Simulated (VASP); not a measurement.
Bi:

```
CELL_PARAMETERS angstrom
2.26750 1.30914 3.93800
-2.26750 1.30914 3.93800
0.00000 -2.61828 3.93800
ATOMIC_POSITIONS crystal
Bi 0.23400 0.23400 0.23400
Bi 0.76600 0.76600 0.76600
```

```yaml
Program: VASP 6.6.1
Task: relaxation of cell and atoms
Functional: PBE
Potentials_or_basis: VASP PAW PBE potentials, release 64 (Bi_d)
Cutoff: 520 eV
k_mesh: 12 × 12 × 12
Occupations: gaussian, width 0.1 eV
Spin: no spin polarisation
```

At the start: pressure 2.2 GPa; volume 35.07 Å³/atom.

How do energy, volume and symmetry change on relaxing?

Over 15 steps the energy falls by 11.0 meV/atom and the volume is 36.79 Å³/atom (+4.9 %); space group R-3m (No. 166, to 0.05 Å).

The path:
```tsv
step	energy change (eV)	largest force (eV/Å)	pressure (GPa)	volume (Å³)
1	0.0000	0.2310	2.16	70.14
2	-0.0139	0.1453	-1.10	75.04
3	-0.0211	0.0139	0.01	73.16
4	-0.0211	0.0207	-0.03	73.22
5	-0.0213	0.0224	-0.02	73.27
6	-0.0218	0.0314	-0.04	73.40
7	-0.0218	0.0330	0.00	73.43
8	-0.0218	0.0386	-0.01	73.49
9	-0.0218	0.0353	-0.03	73.45
10	-0.0219	0.0023	0.11	73.34
11	-0.0219	0.0130	0.10	73.37
12	-0.0220	0.0008	0.05	73.47
13	-0.0220	0.0051	0.10	73.52
14	-0.0220	0.0127	0.00	73.63
15	-0.0220	0.0058	0.03	73.57
```

Final structure:
```xyz
2
Lattice="2.2903 1.3223 4.0491 -2.2903 1.3223 4.0491 0.0000 -2.6446 4.0491" Properties=species:S:1:pos:R:3 pbc="T T T"
Bi    0.0000    0.0000    2.8398
Bi    0.0000    0.0000    9.3076
```
